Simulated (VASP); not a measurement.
Data:

```yaml
crystal:
  lattice:
    - [0.00000, 2.54125, 2.54125]
    - [2.54125, 0.00000, 2.54125]
    - [2.54125, 2.54125, 0.00000]
  atoms:
    - { symbol: Ni, position: [0.00000, 0.00000, 0.00000] }
    - { symbol: Si, position: [0.25000, 0.25000, 0.25000] }
```

Computed with PBEsol GGA, VASP's PBE PAW potentials (set 64) (plane waves; VASP). Numerical set-up: 400 eV cut-off, Gaussian smearing of 0.050 eV, potentials Ni Si.

### Question
Estimate the band gap (along the path) with the smallest direct gap where there is one.

### Answer

```json
{
 "band gap (along the path)": "none (metal, semimetal or under 0.01 eV)"
}
```

Total energies compare only between runs with the same potentials, cut-off and functional.

The structure was generated: NiSi was put into the zinc blende type (F-43m), which need not be its known phase. It was relaxed first, which changed the volume by -18 %. The run is not spin-polarised, so no magnetic state was tried.
